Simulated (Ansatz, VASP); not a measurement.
**ZrPbO4: VASP beside Ansatz**

```
Zr Pb O
1.0
     3.66128    0.00000    0.00000
    -1.83064    3.17076    0.00000
     0.00000    0.00000    6.25572
Zr Pb O
1 1 4
Direct
  0.00000 0.00000 0.50000
  0.00000 0.00000 0.00000
  0.33333 0.66667 0.70226
  0.33333 0.66667 0.29774
  0.66667 0.33333 0.29774
  0.66667 0.33333 0.70226
```

Alike in both runs: functional PBE; k mesh 12 × 12 × 6; occupations gaussian, width 0.1 eV; no spin polarisation.

Ansatz relaxed the structure, and its values are those at the end. VASP's run is a single point on that final structure, the one shown.

|  | VASP | Ansatz |
| --- | --- | --- |
| version | VASP 6.6.1 | Ansatz 0.2.0 |
| potentials or method | VASP PAW PBE potentials, release 64 (Zr_sv, Pb_d, O) | scalar-relativistic, plane waves, PAW |
| plane-wave cutoff (eV) | 520 | 420 |
| valence electrons in the cell | 50 | 50 |

Ansatz gave:

| Item | Value |
| --- | --- |
| gap on the k mesh at the Fermi level (eV) | none |
| pressure (GPa) | 0.0 |
| rms of the force components (eV/Å) | 0.000 |

Task: Which values does VASP return?

Result: gap on the k mesh at the Fermi level (eV): none; pressure (GPa): 0.0; rms of the force components (eV/Å): 0.004.

A gap of «none» marks a metal or a gap that the smearing closes. The functional is the same, so the differences come from potentials, cutoffs and numerics.

Spin-orbit coupling is left out, which matters for the levels of Pb.
